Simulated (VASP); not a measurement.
An input for Ansatz (written as the equivalent of a VASP run, and not itself run):

Ansatz 0.2 input:
```yaml
crystal:
  lattice:
    - [1.9683321, -3.4092512, 0.0000000]
    - [1.9683321, 3.4092512, 0.0000000]
    - [0.0000000, 0.0000000, 6.1763051]
  atoms:
    - { symbol: La, position: [0.3333330, 0.6666670, 0.2472130] }
    - { symbol: La, position: [0.6666670, 0.3333330, 0.7527870] }
    - { symbol: O, position: [0.0000000, 0.0000000, 1.0000000] }
    - { symbol: O, position: [0.3333330, 0.6666670, 0.6458046] }
    - { symbol: O, position: [0.6666670, 0.3333330, 0.3541954] }
kpoints:
  mp_grid: { grid: [7, 7, 4] }
hamiltonian:
  xc: pbe
  pseudopotentials: { kind: paw }
scf:
  occupations: { method: gaussian, width: 0.05 }
  max_iter: 100
relax:
  max_steps: 40
  f_tol: 0.02
  cell: {}
output: { forces: true, stress: true, eigenvalues: true }
```

Problem. Write the VASP files for the same calculation (PBE).

Solution. This is not unique; one that fits is 
POSCAR:
```
La2O3
1
    1.9683321309    -3.4092511663    -0.0000000000
    1.9683321309     3.4092511663    -0.0000000000
    0.0000000000     0.0000000000     6.1763051203
La O
2 3
Direct
  0.3333330000   0.6666670000   0.2472130311
  0.6666670000   0.3333330000   0.7527869689
  0.0000000000   0.0000000000   1.0000000000
  0.3333330000   0.6666670000   0.6458045741
  0.6666670000   0.3333330000   0.3541954259
```

INCAR:
```
SYSTEM=La2O3
PREC=Accurate; ENCUT=620; LREAL=.FALSE.
LASPH=.TRUE.
EDIFF=1E-6; NELM=100; ALGO=Normal
LMAXMIX=6
ISMEAR=0; SIGMA=0.05
GGA=PE
IBRION=2; NSW=40; ISIF=3
EDIFFG=-0.02
LWAVE=.FALSE.; LCHARG=.FALSE.
```

**KPOINTS**
```
Automatic
0
Gamma
  7 7 4
```

POTCAR, in this order: La O (PBE.64 set). Program: vasp_std.

The two are equivalent in intent, not identical: each code has its own PAW files, so the cut-off isn't converted (ENCUT is set for VASP's; basis.ecutwfc is left out, and Ansatz then takes the one that its files recommend); Ansatz stops its SCF on the density residual and VASP on the energy change (EDIFF).

The compound is La2O3 in the a-type structure. It was relaxed first.
